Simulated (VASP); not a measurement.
A convergence study with VASP on SnO: one setting is varied, all else stays as given below, so the limit is that of these other settings.

```yaml
crystal:
  lattice:
    - [3.78100, 0.00000, 0.00000]
    - [0.00000, 3.78100, 0.00000]
    - [0.00000, 0.00000, 21.10821]
  atoms:
    - { symbol: Sn, position: [0.50000, 0.00000, 0.33162] }
    - { symbol: Sn, position: [0.00000, 0.50000, 0.44023] }
    - { symbol: Sn, position: [0.50000, 0.00000, 0.55977] }
    - { symbol: Sn, position: [0.00000, 0.50000, 0.66838] }
    - { symbol: O, position: [0.50000, 0.50000, 0.38593] }
    - { symbol: O, position: [0.00000, 0.00000, 0.38593] }
    - { symbol: O, position: [0.50000, 0.50000, 0.61407] }
    - { symbol: O, position: [0.00000, 0.00000, 0.61407] }
```

The numbers are results of PBEsol GGA, VASP's PBE PAW potentials (set 64) (plane waves; VASP 6.6.1), not measurements. The tightest run used: 800 eV cut-off, 6×6×1 Γ-centred mesh, Fermi-Dirac smearing of 0.020 eV, potentials Sn_d O.

Unless said otherwise, spin-orbit coupling is left out, though it shifts the bands of the heavy elements here. Gaps are read on the run's mesh, which can miss a band edge.

```csv
setting,E (eV/atom),largest force (eV/Å),gap on the mesh (eV),plane waves
ENCUT = 200,-6.1157,0.197,0.965,1954
ENCUT = 240,-6.1935,0.356,0.980,2572
ENCUT = 280,-6.0716,0.461,1.044,3241
```

Question: These are the cheaper rows. Estimate the results at ENCUT = 800, and how far the last row shown lies from them.

Answer: 
```
quantity              tightest run  last row shown is off by
--------------------  ------------  ------------------------
E (eV/atom)                -6.0117                   -0.0599
largest force (eV/Å)         0.505                    -0.043
gap on the mesh (eV)         1.051                    -0.006
```

Left out are rungs that failed or repeat a setting and relaxations that didn't move; long series are thinned to 24 rows.

The cell is a sheet or thin cut with vacuum, built from a generated structure.
